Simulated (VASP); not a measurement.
Write the native input for VASP 6.6.1 that does the following.

| Property | Result |
| --- | --- |
| Task | single point |
| Functional | r2SCAN |
| Potentials or basis | VASP PAW PBE potentials, release 64 (Sn_d, H, Br) |
| Cutoff | 520 eV |
| k mesh | 6 × 6 × 4 |
| Occupations | gaussian, width 0.03 eV |
| Spin | no spin polarisation |
| Further INCAR settings | ALGO = Normal; EDIFF = 1e-06 |

The structure of Sn2H3Br lies in POSCAR:

```
Sn2H3Br                                 
1.0
    5.2602456416      0.0000000000      0.0000000000
   -2.6301228208      4.5555063533      0.0000000000
    0.0000000000      0.0000000000      5.3780210557
  Sn              H               Br            
     2     3     1
Direct
     0.6666666699999979    0.3333333300000021    0.7678199977821052
     0.3333333300000021    0.6666666699999979    0.2321800022178948
     0.5000000000000000    0.0000000000000000    0.0000000000000000
     0.5000000000000000    0.5000000000000000    0.0000000000000000
     0.0000000000000000    0.5000000000000000    0.0000000000000000
     0.0000000000000000    0.0000000000000000    0.5000000000000000
```

The cell was built by a generator and needn't be a form met in nature.

One way to write it, as run:

INCAR

```
SYSTEM = Sn2H3Br
PREC = Accurate ; ENCUT = 520
EDIFF = 1E-6 ; ISMEAR = 0
SIGMA = 0.03 ; LREAL = .FALSE.
LASPH = .TRUE. ; NELM = 150
ALGO = Normal ; ISIF = 2
LWAVE = .FALSE. ; LCHARG = .FALSE.
METAGGA = R2SCAN ; LMIXTAU = .TRUE.
KPAR = 4
```

KPOINTS

```
regular mesh
0
G
  6 6 4
  0 0 0
```

Potentials or basis: VASP PAW PBE potentials, release 64 (Sn_d, H, Br).

Launch:

```sh
$ cat potpaw_PBE.64/Sn_d/POTCAR potpaw_PBE.64/H/POTCAR potpaw_PBE.64/Br/POTCAR > POTCAR
$ mpirun -np 4 vasp_std > vasp.out
```

Results of the run:

The pressure is -0.9 GPa. The largest force is 0.170 eV/Å and the band gap on the k mesh is 1.02 eV, indirect (least direct gap 1.05 eV).

Caveat: the PAW data sets were made with another functional, which shifts forces and pressure a little; spin-orbit coupling is left out, which moves the levels of the heavy elements.

It took 50 s on 4 MPI ranks on Intel(R) Xeon(R) 6975P-C (Granite Rapids) (shared host), peak memory 0.29 GiB a rank.
